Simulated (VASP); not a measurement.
MgTl:

```
Mg Tl
1.0
     3.69349    0.00000    0.00000
     0.00000    3.69349    0.00000
     0.00000    0.00000    3.69349
Mg Tl
1 1
Direct
  0.00000 0.00000 0.00000
  0.50000 0.50000 0.50000
```

* Program: VASP 6.6.1
* Task: relaxation of cell and atoms
* Functional: PBEsol
* Potentials or basis: VASP PAW PBE potentials, release 64 (Mg, Tl_d)
* Cutoff: 600 eV
* k mesh: 12 × 12 × 12
* Occupations: gaussian, width 0.1 eV
* Spin: no spin polarisation

At the start: pressure -2.1 GPa; volume 25.19 Å³/atom.

How do energy, volume and symmetry change on relaxing?

Over 4 steps the energy falls by 10.2 meV/atom and the volume is 23.73 Å³/atom (-5.8 %); space group Pm-3m (No. 221, to 0.05 Å).

Step by step:
| step | energy change (eV) | largest force (eV/Å) | pressure (GPa) | volume (Å³) |
| --- | --- | --- | --- | --- |
| 1 | 0.0000 | 0.0000 | -2.09 | 50.39 |
| 2 | -0.0195 | 0.0000 | -0.50 | 48.02 |
| 3 | -0.0204 | 0.0000 | 0.05 | 47.39 |
| 4 | -0.0204 | 0.0000 | -0.03 | 47.45 |

Final structure:
```yaml
crystal:
  lattice:
    - [3.62032, 0.00000, 0.00000]
    - [0.00000, 3.62032, 0.00000]
    - [0.00000, 0.00000, 3.62032]
  atoms:
    - { symbol: Mg, position: [0.00000, 0.00000, 0.00000] }
    - { symbol: Tl, position: [0.50000, 0.50000, 0.50000] }
```

Caveat: the PAW data sets were made with another functional, which shifts forces and pressure a little.
